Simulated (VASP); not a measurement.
All values below come from optB88-vdW, VASP's PBE PAW potentials (set 64) (plane waves; VASP).

Input for VASP

**INCAR**
```
SYSTEM = Cu
PREC = Accurate; ENCUT = 520; LREAL = .FALSE.
LASPH = .TRUE.
EDIFF = 1E-7; NELM = 100; ALGO = Normal
LMAXMIX = 4
ISMEAR = 1; SIGMA = 0.1
GGA = BO; LUSE_VDW = .TRUE.; AGGAC = 0.0
PARAM1 = 0.1833333333; PARAM2 = 0.22
ISIF = 2
LWAVE = .FALSE.; LCHARG = .FALSE.
```

File POSCAR:
```
Cu
1.0
  0.0000000000   1.8319920145   1.8319920145
  1.8319920145   0.0000000000   1.8319920145
  1.8319920145   1.8319920145   0.0000000000
Cu
1
direct
  0.0000000000   0.0000000000   0.0000000000
```

KPOINTS:
```
Automatic mesh
0
Gamma
17 17 17
0 0 0
```

POTCAR, in this order: Cu (PBE.64 set). Program: vasp_std.

Q: What will the output report for the number of irreducible k-points (NKPTS), largest plane-wave count, number of space-group operations, FFT grid (NGX, NGY, NGZ)?

A: 
The number of irreducible k-points (NKPTS) comes out as 165 and the largest plane-wave count is 338. The number of space-group operations is 48 and the FFT grid (NGX, NGY, NGZ) comes out as 20 × 20 × 20.

The compound is Cu in the fcc structure. This cell is one point of a volume scan, at 1.03 of the reference volume.
